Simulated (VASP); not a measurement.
Input for VASP

### POSCAR
```
NiO
1
    4.2636000000     2.1318000000     2.1318000000
    2.1318000000     4.2636000000     2.1318000000
    2.1318000000     2.1318000000     4.2636000000
Ni O
2 2
Direct
  0.0000000000   0.0000000000   0.0000000000
  0.5000000000   0.5000000000   0.5000000000
  0.2500000000   0.2500000000   0.2500000000
  0.7500000000   0.7500000000   0.7500000000
```

**INCAR**
```
SYSTEM = NiO
PREC = Accurate
ENCUT = 520
EDIFF = 1E-6
NELM = 100
ALGO = Normal
LREAL = .FALSE.
LASPH = .TRUE.
ISMEAR = 0
SIGMA = 0.05
GGA = PE
LMAXMIX = 4
ISPIN = 2
MAGMOM = 2.0 -2.0 0.0 0.0
LORBIT = 10
LWAVE = .FALSE.
LCHARG = .FALSE.
ISIF = 2
```

File KPOINTS:
```
Automatic mesh
0
Gamma
8 8 8
0 0 0
```

POTCAR, in this order: Ni O (PBE.64 set). Program: vasp_std.

Task: Translate this PBE calculation to Ansatz.

Result: One equivalent input (not run):
Ansatz 0.2 input:
```yaml
crystal:
  lattice:
    - [4.2636000, 2.1318000, 2.1318000]
    - [2.1318000, 4.2636000, 2.1318000]
    - [2.1318000, 2.1318000, 4.2636000]
  atoms:
    - { symbol: Ni, position: [0.0000000, 0.0000000, 0.0000000], spin: 2 }
    - { symbol: Ni, position: [0.5000000, 0.5000000, 0.5000000], spin: -2 }
    - { symbol: O, position: [0.2500000, 0.2500000, 0.2500000] }
    - { symbol: O, position: [0.7500000, 0.7500000, 0.7500000] }
kpoints:
  mp_grid: { grid: [8, 8, 8] }
hamiltonian:
  xc: pbe
  pseudopotentials: { kind: paw }
magnetization: { spin_polarized: true }
scf:
  occupations: { method: gaussian, width: 0.05 }
  max_iter: 100
output: { forces: true, stress: true, eigenvalues: true }
```
The two are equivalent in intent, not identical: each code has its own PAW files, so the cut-off isn't converted (ENCUT is set for VASP's; basis.ecutwfc is left out, and Ansatz then takes the one that its files recommend); Ansatz stops its SCF on the density residual and VASP on the energy change (EDIFF).

The compound is NiO in the rock salt, AFM-II order structure. The cell was not relaxed at this level.
